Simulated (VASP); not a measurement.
The cell holds one W (bcc) (110) slab, with vacuum along c, ions free to move until forces fall under 0.03 eV/Å, no reconstruction beyond this cell, dipole correction on.

Input:

```
W
1.0
    2.73422     0.00000     0.00000
   -0.91141     2.57785     0.00000
    0.00000     0.00000    26.14919
W
5
Direct
  0.50000   0.50000   0.33227
  0.00000   0.00000   0.41459
  0.50000   0.50000   0.50000
  0.00000   0.00000   0.58541
  0.50000   0.50000   0.66773
```

Method: PBEsol GGA, VASP's PBE PAW potentials (set 64) (plane waves; VASP). Numerical set-up: 400 eV cut-off, 11×11×1 Γ-centred mesh, first-order Methfessel-Paxton smearing of 0.10 eV, potentials W_sv.

Slab and bulk use different k-meshes, so the surface energy is good to a few per cent at best. Unless said otherwise, spin-orbit coupling is left out, though it shifts the bands of the heavy elements here.

The surface energy is 3.58 J/m² and the work function is 4.89 eV. The band gap (on the k-mesh) is none (metal, semimetal or under 0.01 eV).

Measured: work function 5.25 eV (computed value off by -0.36 eV), as given by Richard Tran et al., Surface Science (2019), arXiv:1902.07811.

The cell is a thin slab with vacuum, built from W (bcc): (110) face.
